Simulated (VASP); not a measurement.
These are optB88-vdW, VASP's PBE PAW potentials (set 64) (plane waves; VASP 6.6.1) values and carry that method's errors.

Input for VASP

**KPOINTS**
```
Automatic mesh
0
Gamma
5 5 4
0 0 0
```

### INCAR
```
SYSTEM=SnO
PREC=Accurate; ENCUT=580; LREAL=.FALSE.
LASPH=.TRUE.
EDIFF=1E-6; NELM=100; ALGO=Normal
LMAXMIX=4
ISMEAR=0; SIGMA=0.05
GGA=BO; LUSE_VDW=.TRUE.; AGGAC=0.0
PARAM1=0.1833333333; PARAM2=0.22
IBRION=2; NSW=60; ISIF=3
EDIFFG=-0.02
LWAVE=.FALSE.; LCHARG=.FALSE.
```

### POSCAR
```
SnO
1
    3.8571356641     0.0000000000     0.0000000000
    0.0000000000     3.8571356641    -0.0000000000
    0.0000000000    -0.0000000000     4.9112102100
Sn O
2 2
Direct
  0.5000000000   0.0000000000   0.7630922816
  0.0000000000   0.5000000000   0.2369077184
  0.5000000000   0.5000000000   0.0000000000
  0.0000000000   0.0000000000   0.0000000000
```

POTCAR, in this order: Sn_d O (PBE.64 set). Program: vasp_std.

Task: What will the output report for the number of irreducible k-points (NKPTS), largest plane-wave count, number of space-group operations, FFT grid (NGX, NGY, NGZ)?

Result: 
The number of irreducible k-points (NKPTS) is 18. The largest plane-wave count comes out as 2336 and the number of space-group operations is 16. The FFT grid (NGX, NGY, NGZ) comes out as 30 × 30 × 40.

The compound is SnO in the litharge structure. This run relaxes it. Symmetry was kept, so distortions that lower it aren't found. The start is the result of an earlier pass.
